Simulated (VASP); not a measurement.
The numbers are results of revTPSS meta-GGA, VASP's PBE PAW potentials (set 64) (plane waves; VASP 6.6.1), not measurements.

VASP ran on this input.

**POSCAR**
```
Fe
1.0
 -1.3981500633   1.3981500633   1.3981500633
  1.3981500633  -1.3981500633   1.3981500633
  1.3981500633   1.3981500633  -1.3981500633
Fe
1
Cartesian
  0.0000000000   2.7963001266   0.0000000000
```

### KPOINTS
```
K-points
0
G
16 16 16
```

INCAR:
```
SYSTEM  =  Fe
PREC  =  Accurate; ENCUT  =  520; LREAL  =  .FALSE.
LASPH  =  .TRUE.
EDIFF  =  1E-6; NELM  =  100; ALGO  =  Normal
LMAXMIX  =  4; LMIXTAU  =  .TRUE.
ISMEAR  =  1; SIGMA  =  0.1
METAGGA  =  RTPSS
ISPIN  =  2; MAGMOM  =  2.2
IBRION  =  2; NSW  =  60; ISIF  =  3
EDIFFG  =  -0.01
LWAVE  =  .FALSE.; LCHARG  =  .FALSE.; LORBIT  =  10
```

POTCAR, in this order: Fe (PBE.64 set). Program: vasp_std.

What VASP printed:

File OUTCAR:
```
 ion  position               nearest neighbor table
   1  0.000  0.000  0.000-
  LATTYP: Found a body centered cubic cell.
 ALAT       =     2.7963001266
 Subroutine PRICEL returns:
 Original cell was already a primitive cell.
 Subroutine GETGRP returns: Found 48 space group operations
The static configuration has the point symmetry O_h .
The dynamic configuration has the point symmetry O_h .
The overall configuration has the point symmetry O_h .
 Subroutine INISYM returns: Found 48 space group operations
 Subroutine IBZKPT returns following result:
 Found    145 irreducible k-points:

 Following reciprocal coordinates:
            Coordinates               Weight
  0.000000  0.000000  0.000000      1.000000
  0.062500  0.000000  0.000000     12.000000
  0.125000  0.000000  0.000000     12.000000
  0.187500  0.000000  0.000000     12.000000
  0.250000  0.000000  0.000000     12.000000
  0.312500  0.000000  0.000000     12.000000
  0.375000  0.000000  0.000000     12.000000
  0.437500  0.000000  0.000000     12.000000
  0.500000  0.000000  0.000000      6.000000
  0.062500  0.062500  0.000000     24.000000
  0.125000  0.062500  0.000000     48.000000
  0.187500  0.062500  0.000000     48.000000
  0.250000  0.062500 -0.000000     48.000000
  0.312500  0.062500  0.000000     48.000000
  0.375000  0.062500  0.000000     48.000000
  0.437500  0.062500  0.000000     48.000000
  0.125000  0.125000  0.000000     24.000000
  0.187500  0.125000  0.000000     48.000000
  0.250000  0.125000  0.000000     48.000000
  0.312500  0.125000  0.000000     48.000000
  0.375000  0.125000  0.000000     48.000000
  0.437500  0.125000  0.000000     24.000000
  0.187500  0.187500  0.000000     24.000000
  0.250000  0.187500  0.000000     48.000000
  0.312500  0.187500 -0.000000     48.000000
  0.375000  0.187500 -0.000000     48.000000
  0.250000  0.250000  0.000000     24.000000
  0.312500  0.250000  0.000000     48.000000
  0.375000  0.250000  0.000000     24.000000
  0.312500  0.312500  0.000000     24.000000
  0.062500  0.062500  0.062500      8.000000
  0.125000  0.062500  0.062500     24.000000
  0.187500  0.062500  0.062500     24.000000
  0.250000  0.062500  0.062500     24.000000
  0.312500  0.062500  0.062500     24.000000
  0.375000  0.062500  0.062500     24.000000
  0.437500  0.062500  0.062500     12.000000
 -0.062500  0.062500  0.062500      6.000000
  0.125000  0.125000  0.062500     24.000000
  0.187500  0.125000  0.062500     48.000000
   k-points           NKPTS =    145   k-points in BZ     NKDIM =    145   number of bands    NBANDS=      9
   number of dos      NEDOS =    301   number of ions     NIONS =      1
   total plane-waves  NPLWV =   5832
   dimension x,y,z NGX =    18 NGY =   18 NGZ =   18
   dimension x,y,z NGXF=    36 NGYF=   36 NGZF=   36
   ions per type =               1
   PREC   = accura    normal or accurate (medium, high low for compatibility)
   ISTART =      0    job   : 0-new  1-cont  2-samecut
   ICHARG =      2    charge: 1-file 2-atom 10-const
   ISPIN  =      2    spin polarized calculation?
   LNONCOLLINEAR =      F non collinear calculations
   LSORBIT =      F    spin-orbit coupling
   INIWAV =      1    electr: 0-lowe 1-rand  2-diag
   ENCUT  =  520.0 eV  38.22 Ry    6.18 a.u.   4.50  4.50  4.50*2*pi/ulx,y,z
   NELM   =    100;   NELMIN=  2; NELMDL= -5     # of ELM steps
   EDIFF  = 0.1E-05   stopping-criterion for ELM
   LREAL  =      F    real-space projection
   NLSPLINE    = F    spline interpolate recip. space projectors
   LMAXMIX     =    4 max onsite mixed and CHGCAR
...
```

File OSZICAR:
```
       N       E                     dE             d eps       ncg     rms          rms(c)
DAV:   1     0.274735986759E+02    0.27474E+02   -0.48419E+03  5396   0.128E+03
DAV:   2     0.189758692092E+01   -0.25576E+02   -0.24284E+02  5273   0.147E+02
DAV:   3     0.130997629028E+01   -0.58761E+00   -0.58503E+00  5959   0.321E+01
DAV:   4     0.130619380113E+01   -0.37825E-02   -0.37822E-02  5638   0.237E+00
DAV:   5     0.130615470380E+01   -0.39097E-04   -0.39097E-04  5709   0.229E-01    0.121E+01
DAV:   6    -0.608545512814E+01   -0.73916E+01   -0.44771E+00  5265   0.243E+01    0.835E+00
DAV:   7    -0.585094233650E+01    0.23451E+00   -0.42870E+00  5540   0.322E+01    0.715E+00
DAV:   8    -0.584691515842E+01    0.40272E-02   -0.47499E-02  6863   0.257E+00    0.331E+00
DAV:   9    -0.582948335589E+01    0.17432E-01   -0.27360E-01  5552   0.799E+00    0.124E+00
DAV:  10    -0.582850211477E+01    0.98124E-03   -0.54677E-02  5654   0.372E+00    0.283E-01
DAV:  11    -0.582880625465E+01   -0.30414E-03   -0.23225E-03  5722   0.803E-01    0.215E-01
DAV:  12    -0.582873847504E+01    0.67780E-04   -0.70796E-04  5937   0.344E-01    0.988E-02
DAV:  13    -0.582871924136E+01    0.19234E-04   -0.10359E-04  5783   0.137E-01    0.550E-02
DAV:  14    -0.582871494681E+01    0.42945E-05   -0.13182E-05  5418   0.534E-02    0.365E-02
DAV:  15    -0.582870873752E+01    0.62093E-05   -0.84808E-06  3840   0.372E-02    0.166E-02
DAV:  16    -0.582870721204E+01    0.15255E-05   -0.11275E-05  4933   0.490E-02    0.209E-03
DAV:  17    -0.582870681323E+01    0.39882E-06   -0.59207E-08  2685   0.346E-03
   1 F= -.58287068E+01 E0= -.58287211E+01  d E =-.582871E+01  mag=     2.1872
```

File OUTCAR:
```
------------------------ aborting loop because EDIFF is reached ----------------------------------------
  FORCE on cell =-STRESS in cart. coord.  units (eV):
  Direction    XX          YY          ZZ          XY          YZ          ZX
  --------------------------------------------------------------------------------------
  Total        0.0043356      0.0043356      0.0043356      0.0000000      0.0000000      0.0000000
  in kB        0.6353921      0.6353921      0.6353921      0.0000000      0.0000000      0.0000000
  external PRESSURE =       0.6353921 kB  Pullay stress =       0.0000000 kB
  volume of cell :       10.93
      direct lattice vectors                 reciprocal lattice vectors
    -1.398150063  1.398150063  1.398150063     0.000000000  0.357615404  0.357615404
     1.398150063 -1.398150063  1.398150063     0.357615404  0.000000000  0.357615404
     1.398150063  1.398150063 -1.398150063     0.357615404  0.357615404  0.000000000
 POSITION                                       TOTAL-FORCE (eV/Angst)
 -----------------------------------------------------------------------------------
      0.00000      0.00000      0.00000        -0.000000      0.000000      0.000000
 -----------------------------------------------------------------------------------
    total drift:                               -0.000000      0.000000      0.000000
  FREE ENERGIE OF THE ION-ELECTRON SYSTEM (eV)
  ---------------------------------------------------
  free  energy   TOTEN  =        -5.8287068132 eV

  energy  without entropy=       -5.8287497021  energy(sigma->0) =       -5.82872111

 total charge

# of ion       s       p       d       tot
------------------------------------------
    1        0.503   0.586   6.232   7.321

 magnetization (x)

# of ion       s       p       d       tot
------------------------------------------
    1       -0.022  -0.063   2.236   2.150

 reached required accuracy - stopping structural energy minimisation
```
(Selected blocks of OUTCAR.)

The compound is Fe in the bcc structure. It was relaxed first, which changed the volume by -8 %. The start is the result of an earlier pass.
